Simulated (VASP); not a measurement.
Crystal: Nb2SnSe.

```
Nb Sn Se
1.0
     3.20677    0.00000    0.00000
     0.00000    3.20677    0.00000
     0.00000    0.00000    8.40013
Nb Sn Se
2 1 1
Cartesian
  0.0000 0.0000 6.3065
  0.0000 0.0000 2.0936
  1.6034 1.6034 0.0000
  1.6034 1.6034 4.2001
```

The cell was built by a generator and needn't be a form met in nature.

| Quantity | Value |
| --- | --- |
| Program | VASP 6.6.1 |
| Task | relaxation of cell and atoms |
| Functional | PBE |
| Potentials or basis | VASP PAW PBE potentials, release 64 (Nb_sv, Sn_d, Se) |
| Cutoff | 520 eV |
| k mesh | 5 × 5 × 2 |
| Occupations | gaussian, width 0.15 eV |
| Spin | no spin polarisation |

At the start: pressure -12.3 GPa; volume 21.60 Å³/atom.

**Question.** How do energy, volume and symmetry change on relaxing?

**Answer.** Over 10 steps the energy falls by 363.3 meV/atom and the volume is 18.43 Å³/atom (-14.7 %); space group P4/mmm (No. 123, to 0.05 Å).

Step by step:
```tsv
step	energy change (eV)	largest force (eV/Å)	pressure (GPa)	volume (Å³)
1	0.0000	0.8444	-12.30	86.38
2	-0.6509	1.7843	17.99	67.07
3	-0.8284	1.4862	5.83	72.32
4	-1.2922	0.6263	7.97	70.04
5	-1.3213	0.6865	7.46	70.30
6	-1.3177	0.2519	-7.55	78.18
7	-1.4152	0.5242	-0.94	74.06
8	-1.4153	0.5229	-0.72	73.96
9	-1.4400	0.3004	-0.40	73.84
10	-1.4534	0.0624	-0.13	73.72
```

Final structure:
```cif
data_structure
_symmetry_space_group_name_H-M 'P 1'
_symmetry_Int_Tables_number 1
_cell_length_a 3.2284
_cell_length_b 3.2284
_cell_length_c 7.0726
_cell_angle_alpha 90.000
_cell_angle_beta 90.000
_cell_angle_gamma 90.000
_cell_volume 73.72
loop_
_atom_site_label
_atom_site_type_symbol
_atom_site_fract_x
_atom_site_fract_y
_atom_site_fract_z
_atom_site_occupancy
Nb1 Nb 0.00000 0.00000 0.72792 1
Nb2 Nb 0.00000 0.00000 0.27208 1
Sn1 Sn 0.50000 0.50000 0.00000 1
Se1 Se 0.50000 0.50000 0.50000 1
```

Caveat: the k mesh is coarse (spacing up to 0.39 Å⁻¹), so the values aren't converged.
